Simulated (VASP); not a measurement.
Input:

```
CELL_PARAMETERS angstrom
      3.96929     2.29167     3.33497
     -3.96929     2.29167     3.33497
      0.00000    -4.58334     3.33497
ATOMIC_POSITIONS crystal
  Cs 0.00130 0.00130 0.00130
  Ge 0.47708 0.47708 0.47708
  Br 0.02866 0.50547 0.50547
  Br 0.50547 0.02866 0.50547
  Br 0.50547 0.50547 0.02866
```

Computed with PBEsol GGA, VASP's PBE PAW potentials (set 64) (plane waves; VASP). Settings: 300 eV cut-off, 3×3×3 Γ-centred mesh, Fermi-Dirac smearing of 0.050 eV, potentials Cs_sv Ge_d Br.

At this cut-off the stress carries a Pulay error, which pulls relaxed volumes low.

Question: Which forces act on the atoms, in eV/Å?

Answer: 
| atom | Fx | Fy | Fz |
|---|---|---|---|
| Cs1 | 0.000 | 0.000 | -0.003 |
| Ge2 | 0.000 | 0.000 | 0.290 |
| Br3 | -0.105 | -0.060 | -0.095 |
| Br4 | 0.105 | -0.060 | -0.095 |
| Br5 | 0.000 | 0.121 | -0.095 |

Question: Give the stress tensor in GPa (positive for a compressed cell).

Answer: 
```
-1.11   0.00   0.00
 0.00  -1.11   0.00
 0.00   0.00  -1.14
```
The pressure is its mean diagonal, -1.12 GPa.

The structure comes from a computed database's CsGeBr3 entry (R3m); how it stands against other phases isn't given here. The cell was not relaxed at this level.
